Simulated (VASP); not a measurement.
# Na2Sb (P4/mmm) in VASP: reference runs

Reference runs on Na2Sb: the cell as given.

All numbers are computed with VASP 6.6.1; they aren't measurements. Logs are shortened: lines on timing, memory, paths and dates and some standing lists are left out, and cuts for length are marked.

## 1. The crystal as given

The structure is tetragonal, space group P4/mmm (No. 123). The conventional cell has a = 3.286 Å, b = 3.286 Å, c = 4.642 Å, α = 90.00°, β = 90.00°, γ = 90.00°. Na (site symmetry mmm) has 4 Na at 2.32 Å as nearest neighbours. Sb (site symmetry 4/mmm) is surrounded by 8 Na at 2.84 Å.

The cell was built by a generator and needn't be a form met in nature.

## 2. Single point, PBE

INCAR

```
SYSTEM = Na2Sb
PREC = Accurate
ENCUT = 520
EDIFF = 1E-7
ISMEAR = -1
SIGMA = 0.05
LREAL = .FALSE.
LASPH = .TRUE.
NELM = 60
ALGO = Normal
ISIF = 2
LWAVE = .FALSE.
LCHARG = .TRUE.
GGA = PE
LELF = .TRUE.
LVHAR = .TRUE.
NBANDS = 16
```

KPOINTS

```
regular mesh
0
G
  8 8 6
  0 0 0
```

POSCAR

```
Na2Sb
1.0
    3.2864363100      0.0000000000      0.0000000000
    0.0000000000      3.2864363100      0.0000000000
    0.0000000000      0.0000000000      4.6420225200
Na Sb
2 1
Direct
    0.5000000000      0.0000000000      0.5000000000
    0.0000000000      0.5000000000      0.5000000000
    0.0000000000      0.0000000000      0.0000000000
```

Potentials or basis: VASP PAW PBE potentials, release 64 (Na_pv, Sb).

Launch:

```console
$ cat potpaw_PBE.64/Na_pv/POTCAR potpaw_PBE.64/Sb/POTCAR > POTCAR
$ mpirun -np 1 vasp_std > vasp.out
```

OUTCAR:

```text
SYSTEM = Na2Sb
   PREC = Accurate
   ENCUT = 520
   EDIFF = 1E-7
   ISMEAR = -1
   LREAL = .FALSE.
   LASPH = .TRUE.
   NELM = 60
   ISIF = 2
   GGA = PE

 ion  position               nearest neighbor table
   1  0.500  0.000  0.500-   2 2.32   2 2.32   2 2.32   2 2.32   3 2.84   3 2.84   3 2.84   3 2.84

   2  0.000  0.500  0.500-   1 2.32   1 2.32   1 2.32   1 2.32   3 2.84   3 2.84   3 2.84   3 2.84

   3  0.000  0.000  0.000-   1 2.84   2 2.84   1 2.84   2 2.84   2 2.84   2 2.84   1 2.84   1 2.84

  LATTYP: Found a simple tetragonal cell.
 ALAT       =     3.2864363100
 C/A-ratio  =     1.4124790752

  Lattice vectors:

 A1 = (   3.2864363100,   0.0000000000,   0.0000000000)
 A2 = (   0.0000000000,   3.2864363100,   0.0000000000)
 A3 = (   0.0000000000,   0.0000000000,   4.6420225200)

Analysis of symmetry for initial positions (statically):
=====================================================================
 Subroutine PRICEL returns:
 Original cell was already a primitive cell.

 Routine SETGRP: Setting up the symmetry group for a
 simple tetragonal supercell.

 Subroutine GETGRP returns: Found 16 space group operations
 (whereof 16 operations were pure point group operations)
 out of a pool of 16 trial point group operations.

The static configuration has the point symmetry D_4h.

Analysis of symmetry for dynamics (positions and initial velocities):
=====================================================================
 Subroutine PRICEL returns:
 Original cell was already a primitive cell.

 Routine SETGRP: Setting up the symmetry group for a
 simple tetragonal supercell.

 Subroutine GETGRP returns: Found 16 space group operations
 (whereof 16 operations were pure point group operations)
 out of a pool of 16 trial point group operations.

The dynamic configuration has the point symmetry D_4h.

 Subroutine INISYM returns: Found 16 space group operations
 (whereof 16 operations are pure point group operations),
 and found     1 'primitive' translations

----------------------------------------------------------------------------------------

                                     Primitive cell

  volume of cell :      50.1369

  direct lattice vectors                    reciprocal lattice vectors
     3.286436310  0.000000000  0.000000000     0.304280961  0.000000000  0.000000000
     0.000000000  3.286436310  0.000000000     0.000000000  0.304280961  0.000000000
     0.000000000  0.000000000  4.642022520     0.000000000  0.000000000  0.215423341

  length of vectors
     3.286436310  3.286436310  4.642022520     0.304280961  0.304280961  0.215423341

  position of ions in fractional coordinates (direct lattice)
     0.500000000  0.000000000  0.500000000
     0.000000000  0.500000000  0.500000000
     0.000000000  0.000000000  0.000000000

  ion indices of the primitive-cell ions
   primitive index   ion index
                 1           1
                 2           2
                 3           3

----------------------------------------------------------------------------------------

 KPOINTS: regular mesh

Automatic generation of k-mesh.
 Grid dimensions read from file:
 generate k-points for:    8    8    6

 Generating k-lattice:

  Cartesian coordinates                     Fractional coordinates (reciprocal lattice)
     0.038035120  0.000000000  0.000000000     0.125000000  0.000000000  0.000000000
     0.000000000  0.038035120  0.000000000     0.000000000  0.125000000  0.000000000
     0.000000000  0.000000000  0.035903890     0.000000000  0.000000000  0.166666667

  Length of vectors
     0.038035120  0.038035120  0.035903890

  Shift w.r.t. Gamma in fractional coordinates (k-lattice)
     0.000000000  0.000000000  0.000000000

 Subroutine IBZKPT returns following result:
 ===========================================

 Found     60 irreducible k-points:

 Following reciprocal coordinates:
            Coordinates               Weight
  0.000000  0.000000  0.000000      1.000000
  0.125000  0.000000  0.000000      4.000000
  0.250000  0.000000  0.000000      4.000000
  0.375000  0.000000  0.000000      4.000000
  0.500000  0.000000  0.000000      2.000000
  0.125000  0.125000  0.000000      4.000000
[... 16 lines left out ...]
  0.375000  0.125000  0.166667     16.000000
  0.500000  0.125000  0.166667      8.000000
 [... further k-points ...]
   k-points           NKPTS =     60   k-points in BZ     NKDIM =     60   number of bands    NBANDS=     16
   number of dos      NEDOS =    301   number of ions     NIONS =      3
   total plane-waves  NPLWV =  20736
   dimension x,y,z NGX =    24 NGY =   24 NGZ =   36
   dimension x,y,z NGXF=    48 NGYF=   48 NGZF=   72
   ions per type =               2   1
   NGX,Y,Z   is equivalent  to a cutoff of  12.14, 12.14, 12.89 a.u.
   NGXF,Y,Z  is equivalent  to a cutoff of  24.28, 24.28, 25.79 a.u.
 SYSTEM =  Na2Sb
   PREC   = accura    normal or accurate (medium, high low for compatibility)
   ISTART =      0    job   : 0-new  1-cont  2-samecut
   ICHARG =      2    charge: 1-file 2-atom 10-const
   ISPIN  =      1    spin polarized calculation?
   LNONCOLLINEAR =      F non collinear calculations
   LSORBIT =      F    spin-orbit coupling
   LASPH  =      T    aspherical Exc in radial PAW
   ENCUT  =  520.0 eV  38.22 Ry    6.18 a.u.   6.11  6.11  8.63*2*pi/ulx,y,z
   NELM   =     60;   NELMIN=  2; NELMDL= -5     # of ELM steps
   EDIFF  = 0.1E-06   stopping-criterion for ELM
   LREAL  =      F    real-space projection
   EDIFFG = 0.1E-05   stopping-criterion for IOM
   NSW    =      0    number of steps for IOM
   IBRION =     -1    ionic relax: 0-MD 1-quasi-New 2-CG
   NFREE  =      0    steps in history (QN), initial steepest desc. (CG)
   ISIF   =      2    stress and relaxation
   ISYM   =      2    0-nonsym 1-usesym 2-fastsym
   POTIM  = 0.5000    time-step for ionic-motion
   TEBEG  =    0.0;   TEEND  =   0.0 temperature during run
   PSTRESS=    0.0 pullay stress
   NELECT =      19.0000    total number of electrons
   NUPDOWN=      -1.0000    fix difference up-down
   EMIN   =  10.00;   EMAX   =-10.00  energy-range for DOS
   EFERMI =   0.00;   METHOD = LEGACY
   ISMEAR =    -1;   SIGMA  =   0.05  broadening in eV -4-tet -1-fermi 0-gaus
   EFERMI_NEDOS =   21; number of points for ismear=-14 and -15
   IALGO  =     38    algorithm
   IMIX   =      4    mixing-type and parameters
     AMIX     =   0.40;   BMIX     =  1.00
     AMIX_MAG =   1.60;   BMIX_MAG =  1.00
  volume/ion in A,a.u.               =      16.71       112.78
  Fermi-wavevector in a.u.,A,eV,Ry     =   1.184696  2.238750 19.095829  1.403504
  Thomas-Fermi vector in A             =   2.320905
   LORBIT       =      0    0 simple, 1 ext, 2 COOP (PROOUT), +10 PAW based schemes
   GGA     = PE    functional components
[... 5 lines left out ...]
 non-spin polarized calculation
  energy-cutoff  :      520.00
  volume of cell :       50.14
 maximum number of plane-waves:      1384
   NGX = 13   NGY = 13   NGZ = 17

 number of electron      18.9999997 magnetization

 Free energy of the ion-electron system (eV)
  ---------------------------------------------------
  ext. energy  EPLUGINS =         0.00000000
  ---------------------------------------------------
  free energy    TOTEN  =        -3.66201159 eV

  energy without entropy =       -3.65160729  energy(sigma->0) =       -3.65680944

 E-fermi :   8.2584     XC(G=0): -10.2708

 val. band max:        8.2356805285   @ k =   0.1250   0.1250   0.0000
 cond. band min:       8.2607037209   @ k =   0.1250   0.1250   0.0000
 fundamental gap:      0.0250231924
 Fermi energy:         8.2583928426

 k-point     1 :       0.0000    0.0000    0.0000
  band No.  band energies     occupation
      1     -18.9397      2.00000
      2     -18.9397      2.00000
      3     -18.4597      2.00000
      4     -18.1175      2.00000
      5     -18.0592      2.00000
      6     -18.0592      2.00000
[... 8 lines left out ...]
     15      17.4661      0.00000
     16      17.6396      0.00000

 k-point     2 :       0.1250    0.0000    0.0000
  band No.  band energies     occupation
      1     -18.9187      2.00000
      2     -18.9071      2.00000
      3     -18.4451      2.00000
      4     -18.1289      2.00000
      5     -18.1067      2.00000
      6     -18.0934      2.00000
[... 8 lines left out ...]
     15      17.6439      0.00000
     16      17.9891      0.00000

 k-point     3 :       0.2500    0.0000    0.0000
  band No.  band energies     occupation
      1     -18.8542      2.00000
      2     -18.8141      2.00000
      3     -18.4041      2.00000
      4     -18.2349      2.00000
      5     -18.1901      2.00000
      6     -18.1621      2.00000
[... 8 lines left out ...]
     15      18.1707      0.00000
     16      18.7494      0.00000

 k-point     4 :       0.3750    0.0000    0.0000
  band No.  band energies     occupation
      1     -18.7441      2.00000
      2     -18.6747      2.00000
      3     -18.4078      2.00000
      4     -18.3448      2.00000
      5     -18.3333      2.00000
      6     -18.2137      2.00000
[... 8 lines left out ...]
     15      17.4381      0.00000
     16      18.7825      0.00000
[... 324 lines left out ...]
 k-point    22 :       0.2500    0.1250    0.1667
  band No.  band energies     occupation
      1     -18.9763      2.00000
      2     -18.6541      2.00000
      3     -18.4117      2.00000
      4     -18.3957      2.00000
      5     -18.1702      2.00000
      6     -18.0702      2.00000
[... 8 lines left out ...]
     15      17.3944      0.00000
     16      17.6210      0.00000

 k-point    23 :       0.3750    0.1250    0.1667
  band No.  band energies     occupation
      1     -18.9137      2.00000
      2     -18.6075      2.00000
      3     -18.4865      2.00000
      4     -18.3401      2.00000
      5     -18.2179      2.00000
      6     -18.1654      2.00000
[... 8 lines left out ...]
     15      16.2366      0.00000
     16      18.0572      0.00000

 k-point    24 :       0.5000    0.1250    0.1667
  band No.  band energies     occupation
      1     -18.8099      2.00000
      2     -18.7602      2.00000
      3     -18.3446      2.00000
      4     -18.2837      2.00000
      5     -18.2800      2.00000
      6     -18.2746      2.00000
[... 8 lines left out ...]
     15      16.8968      0.00000
     16      18.0985      0.00000

 [... further k-points ...]

------------------------ aborting loop because EDIFF is reached ----------------------------------------

  FORCE on cell =-STRESS in cart. coord.  units (eV):
  Direction    XX          YY          ZZ          XY          YZ          ZX
  --------------------------------------------------------------------------------------
  -------------------------------------------------------------------------------------
  Total       12.3360145     12.3360145      8.9524844      0.0000000      0.0000000     -0.0000000
  in kB      394.2101224    394.2101224    286.0859123      0.0000000      0.0000000     -0.0000000
  external PRESSURE =     358.1687191 kB  Pullay stress =       0.0000000 kB

 VOLUME and BASIS-vectors are now :
 -----------------------------------------------------------------------------
  energy-cutoff  :      520.00
  volume of cell :       50.14
      direct lattice vectors                 reciprocal lattice vectors
     3.286436310  0.000000000  0.000000000     0.304280961  0.000000000  0.000000000
     0.000000000  3.286436310  0.000000000     0.000000000  0.304280961  0.000000000
     0.000000000  0.000000000  4.642022520     0.000000000  0.000000000  0.215423341

 POSITION                                       TOTAL-FORCE (eV/Angst)
 -----------------------------------------------------------------------------------
      1.64322      0.00000      2.32101         0.000000      0.000000      0.000000
      0.00000      1.64322      2.32101         0.000000      0.000000      0.000000
      0.00000      0.00000      0.00000         0.000000      0.000000      0.000000
 -----------------------------------------------------------------------------------
    total drift:                                0.000000      0.000000     -0.000000

  FREE ENERGIE OF THE ION-ELECTRON SYSTEM (eV)
  ---------------------------------------------------
  free  energy   TOTEN  =        -3.6620115856 eV

  energy  without entropy=       -3.6516072918  energy(sigma->0) =       -3.65680944
```

Wall time 18 s (1 thread of Intel Xeon Platinum 8488C (Sapphire Rapids), shared host); peak memory 0.18 GiB.

Results:

| Property | Result |
| --- | --- |
| Free energy | -3.6620 eV |
| Pressure | 35.8 GPa |
| Band gap on the k mesh | none (metal or under the smearing width) |

Stress tensor (GPa, compression positive):
```
39.42  0.00  0.00
 0.00 39.42  0.00
 0.00  0.00 28.61
```

Caveat: a pressure of tens of GPa on the cell as given is suspect, and the run, the potentials or the cell itself is likely at fault.
